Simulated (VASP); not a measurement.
A VASP calculation is set up with these files.

**INCAR**
```
SYSTEM = MgTe
PREC = Accurate
ENCUT = 500
EDIFF = 1E-6
NELM = 100
ALGO = Normal
LREAL = .FALSE.
LASPH = .TRUE.
ISMEAR = 0
SIGMA = 0.05
LMAXMIX = 4
LWAVE = .FALSE.
LCHARG = .FALSE.
IBRION = 2
ISIF = 3
NSW = 40
EDIFFG = -0.02
PSTRESS = 100
```

### KPOINTS
```
Automatic mesh
0
gamma
8 8 8
```

**POSCAR**
```
MgTe
1
    0.0000000000     3.0762442341     3.0762442341
    3.0762442341     0.0000000000     3.0762442341
    3.0762442341     3.0762442341     0.0000000000
Mg Te
1 1
Direct
  0.0000000000   0.0000000000   0.0000000000
  0.2500000000   0.2500000000   0.2500000000
```

POTCAR, in this order: Mg Te (LDA.64 set). Program: vasp_std.

Problem. Write an equivalent input for Quantum ESPRESSO's pw.x.

Solution. One equivalent input (not run):
```
&CONTROL
  calculation = 'vc-relax'
  pseudo_dir = './pseudo'
  outdir = './out'
  tprnfor = .true.
  tstress = .true.
  nstep = 40
  forc_conv_thr = 0.00078
/
&SYSTEM
  ibrav = 0
  nat = 2
  ntyp = 2
  ecutwfc = 84
  occupations = 'smearing'
  smearing = 'gaussian'
  degauss = 0.003675
  input_dft = 'pz'
/
&ELECTRONS
  conv_thr = 7.3e-08
  electron_maxstep = 100
/
&IONS
/
&CELL
  press = 100
/
ATOMIC_SPECIES
  Mg 24.305 Mg.upf
  Te 127.600 Te.upf
CELL_PARAMETERS angstrom
     0.0000000    3.0762442    3.0762442
     3.0762442    0.0000000    3.0762442
     3.0762442    3.0762442    0.0000000
ATOMIC_POSITIONS crystal
  Mg   0.0000000  0.0000000  0.0000000
  Te   0.2500000  0.2500000  0.2500000
K_POINTS automatic
  8 8 8 0 0 0
```
The two are equivalent in intent, not identical: the potentials are each code's own (VASP's PAW set, PseudoDojo norm-conserving files in pw.x), so ENCUT and ecutwfc are chosen apart and not converted; conv_thr bounds pw.x's estimated SCF error, while EDIFF bounds the energy change between steps; forc_conv_thr acts on force components and is met together with etot_conv_thr.

The compound is MgTe in the zinc blende structure, whereas wurtzite is the usual form. This run relaxes it under an external pressure of 10 GPa. Symmetry was kept, so distortions that lower it aren't found.
